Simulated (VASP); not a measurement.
Computed with PBEsol GGA, VASP's PBE PAW potentials (set 64) (plane waves; VASP 6.6.1).

The input files of a VASP run:

File KPOINTS:
```
K-points
0
gamma
  10 10 10
0 0 0
```

**INCAR**
```
# general
SYSTEM   =  HgF
PREC     =  Accurate
ENCUT    =  520   # plane-wave cut-off (eV)
LREAL    =  F
LASPH    =  T   # aspherical one-centre terms

# electronic loop
EDIFF    =  1E-7
NELM     =  100
ALGO     =  Normal   # blocked Davidson
LMAXMIX  =  6

# smearing
ISMEAR   =  -5   # tetrahedra, Bloechl

# functional
GGA      =  PS   # PBEsol

# ions
ISIF     =  2

# output
LWAVE    =  F
LCHARG   =  T
LORBIT   =  11   # lm-projected
NEDOS    =  601   # DOS grid

# other
LEFG     =  T
```

File POSCAR:
```
HgF
1
   -1.8235344579     1.8235344579     5.4897800156
    1.8235344579    -1.8235344579     5.4897800156
    1.8235344579     1.8235344579    -5.4897800156
Hg F
2 2
Direct
  0.8842775200   0.8842775200   0.0000000000
  0.1157224800   0.1157224800   0.0000000000
  0.6876601508   0.6876601508   0.0000000000
  0.3123398492   0.3123398492   0.0000000000
```

POTCAR, in this order: Hg F (PBE.64 set). Program: vasp_std.

Question: What will the output report for the number of irreducible k-points (NKPTS), number of bands (NBANDS), largest plane-wave count, number of space-group operations, FFT grid (NGX, NGY, NGZ)?

Answer: 
- number of irreducible k-points (NKPTS): 102
- number of bands (NBANDS): 23
- largest plane-wave count: 1992
- number of space-group operations: 16
- FFT grid (NGX, NGY, NGZ): 48 × 48 × 48

The structure comes from a computed database's HgF entry (I4/mmm); how it stands against other phases isn't given here. It was relaxed first.
